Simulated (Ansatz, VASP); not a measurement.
# Pt2SeS in two plane-wave programs

Wanted: the spread between two codes on one cell, functional and k mesh. The cell is generated by rule, not measured, and may not be a known phase. The cell is taken from a series of runs on this material, whose earlier steps may have relaxed, scaled, displaced or heated it; both programs get it as it stands.

Program: Ansatz 0.2.0. Level of theory: plane waves, with VASP 6.6.1 beside it; zone-centre phonons at PBE with D3(BJ). Results are calculated unless marked as measured.

The structure was built from a prototype and need not be the compound's stable phase.

## (1) The structure

It takes space group P-4m2 (No. 115, tetragonal). Conventional cell: a = 3.561 Å, b = 3.561 Å, c = 6.286 Å, α = 90.00°, β = 90.00°, γ = 90.00°. Nearest to Pt lie 2 S at 2.33 Å and 2 Se at 2.42 Å. S has 4 Pt at 2.33 Å nearest. Nearest to Se lie 4 Pt at 2.42 Å. Farther neighbours and most contacts between anions are not listed.

Structure file:

```cif
data_structure
_symmetry_space_group_name_H-M 'P 1'
_symmetry_Int_Tables_number 1
_cell_length_a 3.5613
_cell_length_b 3.5613
_cell_length_c 6.2860
_cell_angle_alpha 90.000
_cell_angle_beta 90.000
_cell_angle_gamma 90.000
_cell_volume 79.73
loop_
_atom_site_label
_atom_site_type_symbol
_atom_site_fract_x
_atom_site_fract_y
_atom_site_fract_z
_atom_site_occupancy
Pt1 Pt 0.00000 0.50000 0.01061 1
Pt2 Pt 0.50000 0.00000 0.48939 1
S3 S 0.00000 0.00000 0.25000 1
Se4 Se 0.00000 0.00000 0.75000 1
```

## (2) VASP: zone-centre phonons, PBE with D3(BJ)

Second derivatives magnify differences that forces hide, and they need a tight electronic threshold.

Lines of VASP's logs that name or quote its potential files are left out, and so is its time.

File INCAR:

```
SYSTEM = Pt2SeS
PREC = Accurate
ENCUT = 500
EDIFF = 1E-08
NELM = 120
ISMEAR = 0
SIGMA = 0.01
LREAL = .FALSE.
ALGO = Normal
GGA = PE
IVDW = 12
NBANDS = 22
LASPH = .TRUE.
LORBIT = 11
LWAVE = .FALSE.
LCHARG = .FALSE.
ISIF = 2
IBRION = 6
NFREE = 2
POTIM = 0.015
NSW = 1
GGA_COMPAT = .FALSE.
EFERMI = MIDGAP
KPAR = 2
```

File POSCAR:

```
Pt2SeS
1.0
    3.5613113721      0.0000000000      0.0000000000
    0.0000000000      3.5613113721      0.0000000000
    0.0000000000      0.0000000000      6.2860481739
Pt S Se
2 1 1
Direct
    0.0000000000      0.5000000000      0.0106140180
    0.5000000000      0.0000000000      0.4893859820
    0.0000000000      0.0000000000      0.2500000000
    0.0000000000      0.0000000000      0.7500000000
```

File KPOINTS:

```
Automatic mesh
0
Gamma
8 8 6
0 0 0
```

The projector-augmented-wave data sets are Pt, S and Se (PBE family, release 64).

Started as:

```bash
> mpirun -np 2 vasp_std
```

Numbers of over 12 decimals in the logs are rounded to 6 here.

What it wrote:

```text
[banner, memory and clock lines left out]
running    2 mpi-ranks, on    1 nodes
 distrk:  each k-point on    1 cores,    2 groups
 distr:  one band on    1 cores,    1 groups

 POSCAR found type information on POSCAR PtS Se
 POSCAR found :  3 types and       4 ions
 LDA part: xc-table for (Slater+PW92), standard interpolation
 POSCAR, INCAR and KPOINTS ok, starting setup
 FFT: planning ... GRIDC
 FFT: planning ... GRID_SOFT
 FFT: planning ... GRID
 WAVECAR not read
 entering main loop
       N       E                     dE             d eps       ncg     rms          rms(c)
DAV:   1     0.174800575083E+03    0.17480E+03   -0.14791E+04  2640   0.128E+03
DAV:   2    -0.133552397569E+02   -0.18816E+03   -0.17613E+03  3162   0.253E+02
DAV:   3    -0.219040615370E+02   -0.85488E+01   -0.83895E+01  3310   0.542E+01
DAV:   4    -0.220291390184E+02   -0.12508E+00   -0.12499E+00  3006   0.728E+00
DAV:   5    -0.220314766928E+02   -0.23377E-02   -0.23373E-02  3240   0.994E-01    0.176E+01
DAV:   6    -0.212741417911E+02    0.75733E+00   -0.25964E+00  2718   0.134E+01    0.923E+00
DAV:   7    -0.211996559602E+02    0.74486E-01   -0.25331E-01  2862   0.433E+00    0.436E+00
DAV:   8    -0.211823855232E+02    0.17270E-01   -0.44304E-02  3090   0.168E+00    0.409E-01
DAV:   9    -0.211817814304E+02    0.60409E-03   -0.33173E-03  2976   0.437E-01    0.225E-01
DAV:  10    -0.211818428471E+02   -0.61417E-04   -0.88879E-04  2976   0.186E-01    0.540E-02
DAV:  11    -0.211818493516E+02   -0.65045E-05   -0.31007E-05  3084   0.372E-02    0.250E-02
DAV:  12    -0.211818500916E+02   -0.74002E-06   -0.25882E-05  2976   0.323E-02    0.134E-02
DAV:  13    -0.211818495101E+02    0.58154E-06   -0.27080E-06  3048   0.134E-02    0.620E-03
DAV:  14    -0.211818500060E+02   -0.49594E-06   -0.61842E-07  2988   0.540E-03    0.158E-03
DAV:  15    -0.211818499935E+02    0.12484E-07   -0.34714E-08  2936   0.145E-03    0.241E-04
DAV:  16    -0.211818500122E+02   -0.18691E-07   -0.11141E-08  1854   0.632E-04    0.302E-04
DAV:  17    -0.211818500000E+02    0.12262E-07   -0.13227E-09  1530   0.238E-04    0.713E-05
DAV:  18    -0.211818499981E+02    0.19004E-08   -0.17431E-10  1416   0.888E-05
   1 F= -.23074513E+02 E0= -.23074513E+02  d E =-.485581E-35
[... from here on, the cycles between the ionic steps are left out ...]
   2 F= -.23073859E+02 E0= -.23073859E+02  d E =-.388858E-35
   3 F= -.23073859E+02 E0= -.23073859E+02  d E =-.388679E-35
   7 F= -.23072399E+02 E0= -.23072399E+02  d E =-.206433E-37
   8 F= -.23073084E+02 E0= -.23073084E+02  d E =-.525793E-35
   9 F= -.23073084E+02 E0= -.23073084E+02  d E =-.526166E-35
  10 F= -.23072284E+02 E0= -.23072284E+02  d E =-.421760E-29
  11 F= -.23072284E+02 E0= -.23072284E+02  d E =-.421032E-29
  12 F= -.23073004E+02 E0= -.23073004E+02  d E =-.448007E-35
  13 F= -.23073004E+02 E0= -.23073004E+02  d E =-.447695E-35
  14 F= -.23072207E+02 E0= -.23072207E+02  d E =-.147493E-29
 Finite differences progress:
  Degree of freedom:   7/  7
  Displacement:        1/  2
  Total:              13/ 14
 bond charge predicted
       N       E                     dE             d eps       ncg     rms          rms(c)
DAV:   1    -0.211784327769E+02    0.10886E-02   -0.40696E-01  4514   0.259E+00    0.432E-01
DAV:   2    -0.211795891727E+02   -0.11564E-02   -0.14863E-02  4916   0.631E-01    0.255E-01
DAV:   3    -0.211795621639E+02    0.27009E-04   -0.46716E-04  4748   0.275E-01    0.102E-01
DAV:   4    -0.211795211731E+02    0.40991E-04   -0.11853E-04  4724   0.169E-01    0.336E-02
DAV:   5    -0.211795215385E+02   -0.36542E-06   -0.11120E-05  4934   0.281E-02    0.612E-03
DAV:   6    -0.211795213717E+02    0.16677E-06   -0.29817E-06  5018   0.119E-02    0.269E-03
DAV:   7    -0.211795213863E+02   -0.14600E-07   -0.33829E-07  4988   0.646E-03    0.145E-03
DAV:   8    -0.211795214133E+02   -0.27006E-07   -0.42675E-08  5036   0.193E-03    0.353E-04
DAV:   9    -0.211795214159E+02   -0.25543E-08   -0.63019E-09  3160   0.577E-04
  15 F= -.23072207E+02 E0= -.23072207E+02  d E =-.146812E-29
 Finite differences progress:
  Degree of freedom:   7/  7
  Displacement:        2/  2
  Total:              14/ 14
```

From OUTCAR (step 2):

```text
ion  position               nearest neighbor table
   1  0.000  0.500  0.011-   3 2.33   3 2.33   4 2.42   4 2.42
   2  0.500  0.000  0.489-   3 2.33   3 2.33   4 2.42   4 2.42
   3  0.000  0.000  0.250-   1 2.33   2 2.33   1 2.33   2 2.33
   4  0.000  0.000  0.750-   1 2.42   2 2.42   1 2.42   2 2.42

  LATTYP: Found a simple tetragonal cell.
 ALAT       =     3.5613113721
 C/A-ratio  =     1.7650936740

 Subroutine GETGRP returns: Found  8 space group operations
 (whereof  4 operations were pure point group operations)

The static configuration has the point symmetry C_2v.
 The point group associated with its full space group is D_2d.

 Found     60 irreducible k-points:

   k-points           NKPTS =     60   k-points in BZ     NKDIM =     60   number of bands    NBANDS=     22

   dimension x,y,z NGX =    28 NGY =   28 NGZ =   48
   dimension x,y,z NGXF=    56 NGYF=   56 NGZF=   96

   ENCUT  =  500.0 eV  36.75 Ry    6.06 a.u.   6.49  6.49 11.46*2*pi/ulx,y,z

   NELECT =      32.0000    total number of electrons

 k-points in reciprocal lattice and weights: Automatic mesh
   0.00000000  0.00000000  0.00000000       0.003
   0.12500000  0.00000000  0.00000000       0.010
   0.25000000  0.00000000  0.00000000       0.010
   0.37500000  0.00000000  0.00000000       0.010
   0.50000000  0.00000000  0.00000000       0.005
   0.12500000  0.12500000  0.00000000       0.010
   0.25000000  0.12500000  0.00000000       0.021
   0.37500000  0.12500000  0.00000000       0.021
   0.50000000  0.12500000  0.00000000       0.010
[...]
0.50000000  0.37500000  0.50000000       0.010
   0.50000000  0.50000000  0.50000000       0.003

 Edisp (eV)   -1.89269

 average (electrostatic) potential at core
       1 -67.6018       2 -67.6366       3 -86.5056       4 -53.0292

 E-fermi :   6.0881

 k-point     1 :       0.0000    0.0000    0.0000
  band No.  band energies     occupation
    ...
     12       4.0078      2.00000
     13       4.0350      2.00000
     14       4.0379      2.00000
     15       4.2920      2.00000
     16       4.9985      2.00000
     17       9.3262      0.00000
     18       9.4900      0.00000
     19       9.5398      0.00000
     20      11.2976      0.00000
     21      12.9836      0.00000
    ...

 k-point     2 :       0.1250    0.0000    0.0000
  band No.  band energies     occupation
    ...
     12       3.9788      2.00000
     13       4.0824      2.00000
     14       4.2421      2.00000
     15       4.6695      2.00000
     16       5.1634      2.00000
[...]
20      11.8354      0.00000
     21      11.8776      0.00000
    ...

 k-point     3 :       0.2500    0.0000    0.0000
  band No.  band energies     occupation
    ...
     12       4.0349      2.00000
     13       4.1618      2.00000
     14       4.5216      2.00000
     15       5.2668      2.00000
     16       5.3143      2.00000
     17       8.4481      0.00000
     18       9.1373      0.00000
     19       9.7464      0.00000
     20      10.4584      0.00000
     21      12.5935      0.00000
    ...

 Edisp (eV)   -1.89269

  Total       0.19654    -0.31796    -0.06664     0.00000     0.00000     0.00000
  in kB       3.94966    -6.38980    -1.33920     0.00000     0.00000     0.00000
  external pressure =       -1.26 kB  Pullay stress =        0.00 kB

  energy-cutoff  :      500.00
  volume of cell :       79.73
      direct lattice vectors                 reciprocal lattice vectors
     3.561311372  0.000000000  0.000000000     0.280795442  0.000000000  0.000000000
     0.000000000  3.561311372  0.000000000     0.000000000  0.280795442  0.000000000
     0.000000000  0.000000000  6.286048174     0.000000000  0.000000000  0.159082459

 POSITION                                       TOTAL-FORCE (eV/Angst)
 -----------------------------------------------------------------------------------
      0.00000      1.78066      0.06672         0.000000      0.000000     -0.108695
      1.78066      0.00000      3.07630         0.000000      0.000000     -0.135710
      0.00000      0.00000      1.57151         0.000000      0.000000     -0.063069
      0.00000      0.00000      4.69954         0.000000      0.000000      0.307474
 -----------------------------------------------------------------------------------
    total drift:                               -0.000000      0.000000      0.000003

  FREE ENERGIE OF THE ION-ELECTRON SYSTEM (eV)
  ---------------------------------------------------
  free  energy   TOTEN  =       -23.0722069168 eV

  energy  without entropy=      -23.0722069168  energy(sigma->0) =      -23.07220692

 Eigenvectors and eigenvalues of the dynamical matrix
 ----------------------------------------------------

   1 f  =   12.711579 THz    79.869207 2PiTHz  424.012636 cm-1    52.570843 meV
             X         Y         Z           dx          dy          dz
      0.000000  1.780656  0.066720     0.000000    0.000000    0.147292
      1.780656  0.000000  3.076304     0.000000    0.000000    0.147292
      0.000000  0.000000  1.571512    -0.000000   -0.000000   -0.966059
      0.000000  0.000000  4.714536    -0.000000   -0.000000    0.152772

   2 f  =   10.740674 THz    67.485644 2PiTHz  358.270314 cm-1    44.419838 meV
             X         Y         Z           dx          dy          dz
      0.000000  1.780656  0.066720     0.068169   -0.326433    0.000000
      1.780656  0.000000  3.076304     0.182913   -0.121656   -0.000000
      0.000000  0.000000  1.571512    -0.432022    0.771001    0.000000
      0.000000  0.000000  4.714536    -0.119189    0.212708   -0.000000

   3 f  =   10.740674 THz    67.485644 2PiTHz  358.270314 cm-1    44.419838 meV
             X         Y         Z           dx          dy          dz
      0.000000  1.780656  0.066720    -0.121656   -0.182913   -0.000000
      1.780656  0.000000  3.076304    -0.326433   -0.068169   -0.000000
      0.000000  0.000000  1.571512     0.771001    0.432022   -0.000000
      0.000000  0.000000  4.714536     0.212708    0.119189    0.000000

   4 f  =    8.535891 THz    53.632584 2PiTHz  284.726672 cm-1    35.301592 meV
             X         Y         Z           dx          dy          dz
      0.000000  1.780656  0.066720     0.000000    0.000000    0.298517
      1.780656  0.000000  3.076304     0.000000    0.000000    0.298517
      0.000000  0.000000  1.571512     0.000000    0.000000   -0.052092
      0.000000  0.000000  4.714536    -0.000000   -0.000000   -0.905020

   5 f  =    6.811356 THz    42.797012 2PiTHz  227.202378 cm-1    28.169492 meV
             X         Y         Z           dx          dy          dz
      0.000000  1.780656  0.066720    -0.060944   -0.067548   -0.000000
      1.780656  0.000000  3.076304    -0.321151   -0.012818   -0.000000
      0.000000  0.000000  1.571512    -0.377741   -0.079450   -0.000000
      0.000000  0.000000  4.714536     0.841484    0.176989   -0.000000

   6 f  =    6.811356 THz    42.797012 2PiTHz  227.202378 cm-1    28.169492 meV
             X         Y         Z           dx          dy          dz
      0.000000  1.780656  0.066720     0.012818   -0.321151    0.000000
      1.780656  0.000000  3.076304     0.067548   -0.060944    0.000000
      0.000000  0.000000  1.571512     0.079450   -0.377741   -0.000000
      0.000000  0.000000  4.714536    -0.176989    0.841484   -0.000000

   7 f  =    4.876342 THz    30.638963 2PiTHz  162.657276 cm-1    20.166923 meV
             X         Y         Z           dx          dy          dz
      0.000000  1.780656  0.066720     0.000000   -0.000000    0.707107
      1.780656  0.000000  3.076304    -0.000000   -0.000000   -0.707107
      0.000000  0.000000  1.571512    -0.000000   -0.000000   -0.000000
      0.000000  0.000000  4.714536    -0.000000    0.000000    0.000000

   8 f  =    2.877259 THz    18.078351 2PiTHz   95.975029 cm-1    11.899382 meV
             X         Y         Z           dx          dy          dz
      0.000000  1.780656  0.066720     0.062857    0.600337    0.000000
      1.780656  0.000000  3.076304    -0.049388   -0.764067   -0.000000
      0.000000  0.000000  1.571512    -0.006271    0.076229    0.000000
      0.000000  0.000000  4.714536    -0.017111    0.208000    0.000000

   9 f  =    2.877259 THz    18.078351 2PiTHz   95.975029 cm-1    11.899382 meV
             X         Y         Z           dx          dy          dz
      0.000000  1.780656  0.066720     0.764067   -0.049388    0.000000
      1.780656  0.000000  3.076304    -0.600337    0.062857    0.000000
      0.000000  0.000000  1.571512    -0.076229   -0.006271    0.000000
      0.000000  0.000000  4.714536    -0.208000   -0.017111    0.000000

  10 f/i=    0.001129 THz     0.007093 2PiTHz    0.037655 cm-1     0.004669 meV
             X         Y         Z           dx          dy          dz
      0.000000  1.780656  0.066720     0.000000    0.000000   -0.623853
      1.780656  0.000000  3.076304     0.000000    0.000000   -0.623853
      0.000000  0.000000  1.571512     0.000000    0.000000   -0.253013
      0.000000  0.000000  4.714536     0.000000    0.000000   -0.396988

  11 f/i=    0.001691 THz     0.010627 2PiTHz    0.056416 cm-1     0.006995 meV
             X         Y         Z           dx          dy          dz
      0.000000  1.780656  0.066720    -0.621726   -0.048833   -0.000000
      1.780656  0.000000  3.076304    -0.622138   -0.048801   -0.000000
      0.000000  0.000000  1.571512    -0.252330   -0.019806   -0.000000
      0.000000  0.000000  4.714536    -0.395737   -0.031062   -0.000000

  12 f/i=    0.001691 THz     0.010627 2PiTHz    0.056416 cm-1     0.006995 meV
             X         Y         Z           dx          dy          dz
      0.000000  1.780656  0.066720    -0.048801    0.622138   -0.000000
      1.780656  0.000000  3.076304    -0.048833    0.621726   -0.000000
      0.000000  0.000000  1.571512    -0.019806    0.252330   -0.000000
      0.000000  0.000000  4.714536    -0.031062    0.395737   -0.000000

 ELASTIC MODULI CONTR FROM IONIC RELAXATION (kBar)
 Direction    XX          YY          ZZ          XY          YZ          ZX
 --------------------------------------------------------------------------------
 XX        -420.3202    410.4072     -3.3587      0.0000     -0.0000      0.0000
 YY         410.4072   -420.3202     -3.3587      0.0000      0.0000     -0.0000
 ZZ          -3.3587     -3.3587     -2.2759      0.0000      0.0000     -0.0000
 XY           0.0000      0.0000      0.0000      0.0000      0.0000      0.0000
 YZ          -0.0000      0.0000      0.0000      0.0000   -902.3719     -0.0000
 ZX           0.0000     -0.0000     -0.0000      0.0000     -0.0000   -902.3629
 --------------------------------------------------------------------------------

 total charge
# of ion       s       p       d       tot
------------------------------------------
    1        0.698   0.558   8.157   9.413
    2        0.698   0.558   8.157   9.413
    3        1.316   2.332   0.000   3.648
    4        1.435   2.342   0.116   3.894
--------------------------------------------------
tot          4.148   5.790  16.430  26.368

[... 3 further parts left out ...]
```

CONTCAR:

```
Pt2SeS
   1.00000000000000
     3.5613113721000000    0.0000000000000000    0.0000000000000000
     0.0000000000000000    3.5613113721000000    0.0000000000000000
     0.0000000000000000    0.0000000000000000    6.2860481739000003
  Pt              S               Se
     2     1     1
Direct
     0.0000000000000000    0.5000000000000000    0.0106140179999983
     0.5000000000000000    0.0000000000000000    0.4893859820000017
     0.0000000000000000    0.0000000000000000    0.2500000000000000
     0.0000000000000000    0.0000000000000000    0.7476137631171391
```

The last energy, forces, stress and levels in OUTCAR belong to the last displaced cell, not to the cell of POSCAR.

Levels, forces or a CONTCAR printed for this step are those of its last displaced cell, not of the structure at rest.

(Continued in part 2 of 2.)

[Lines on the potential files, build, host, timing and source positions are cut from VASP's logs without a mark.]

[Logs are printed without paths, hosts, clocks, repeated set-up lines and the standing remarks that a program may print on its own settings, such as how far it seeks lower states.]

[Hosts, paths, dates, database ids (printed as entryN), source tags and the programs' standing remarks are cut or masked in the printed files.]
